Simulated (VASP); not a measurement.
Consider the following.

```
CELL_PARAMETERS angstrom
      6.50118     0.00000     0.00000
      0.00000     6.50118     0.00000
      0.00000     0.00000     6.50118
ATOMIC_POSITIONS crystal
  Sb 0.62500 0.87500 0.12500
  Sb 0.12500 0.62500 0.87500
  Sb 0.62500 0.62500 0.62500
  Sb 0.37500 0.37500 0.37500
  Sb 0.87500 0.12500 0.62500
  Sb 0.87500 0.37500 0.12500
  Sb 0.12500 0.87500 0.37500
  Sb 0.37500 0.12500 0.87500
  Pt 0.00000 0.50000 0.50000
  Pt 0.50000 0.00000 0.50000
  Pt 0.00000 0.00000 0.00000
  Pt 0.50000 0.50000 0.00000
```

Calculation: PBE GGA, VASP's PBE PAW potentials (set 64) (plane waves; VASP). Numerical set-up: 420 eV cut-off, 5×5×5 Γ-centred mesh, Fermi-Dirac smearing of 0.010 eV, potentials Sb Pt.

Energy and stress use the plane-wave basis of the starting cell.

The ions, cell shape and volume are relaxed. Give the cell that the relaxation ends in.

```
CELL_PARAMETERS angstrom
      6.54662     0.00000     0.00000
      0.00000     6.54662     0.00000
      0.00000     0.00000     6.54662
ATOMIC_POSITIONS crystal
  Sb 0.62545 0.87455 0.12545
  Sb 0.12545 0.62545 0.87455
  Sb 0.62545 0.62545 0.62545
  Sb 0.37455 0.37455 0.37455
  Sb 0.87455 0.12545 0.62545
  Sb 0.87455 0.37455 0.12545
  Sb 0.12545 0.87455 0.37455
  Sb 0.37455 0.12545 0.87455
  Pt 0.00000 0.50000 0.50000
  Pt 0.50000 0.00000 0.50000
  Pt 0.00000 0.00000 0.00000
  Pt 0.50000 0.50000 0.00000
```
Space group Pa-3 (205), at a tolerance of 0.03 Å.

How do energy and volume change from the first to the last step?

The energy (σ→0) changes by -3.6 meV/atom and the volume by +2.1 %, in 5 ionic steps.

The structure is a typed PtSb2 crystal. This run relaxes it. Symmetry was kept, so distortions that lower it aren't found. The run is one of a series of settings (EDIFF = 1E-09, EDIFFG = -0.005, ENCUT = 420, IBRION = 2, ISIF = 3, NSW = 50, KPOINTS 5×5×5 Γ-centred mesh against the base run), some of them coarse on purpose.
